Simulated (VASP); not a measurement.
Consider the following.

```
CELL_PARAMETERS angstrom
      0.00000     2.70690     2.70690
      2.70690     0.00000     2.70690
      2.70690     2.70690     0.00000
ATOMIC_POSITIONS crystal
  Hg 0.00000 0.00000 0.00000
  S  0.50000 0.50000 0.50000
```

All values below come from LDA (Ceperley-Alder, Perdew-Zunger), VASP's LDA PAW potentials (set 64) (plane waves; VASP). Numerical set-up: 400 eV cut-off, 13×13×13 Γ-centred mesh, tetrahedra with Blöchl corrections, potentials Hg S.

Unless said otherwise, spin-orbit coupling is left out, though it shifts the bands of the heavy elements here.

Q: Predict the energy per atom (σ→0), band gap (on the k-mesh) with the smallest direct gap where there is one.

A: 
The band gap (on the k-mesh) is none (metal, semimetal or under 0.01 eV) and the energy per atom (σ→0) comes out as -2.892 eV/atom.

Only differences to runs with the same potentials and settings are physical.

The structure comes from a computed database's HgS entry (Fm-3m); how it stands against other phases isn't given here. It was relaxed first, which changed the volume by -9 %.
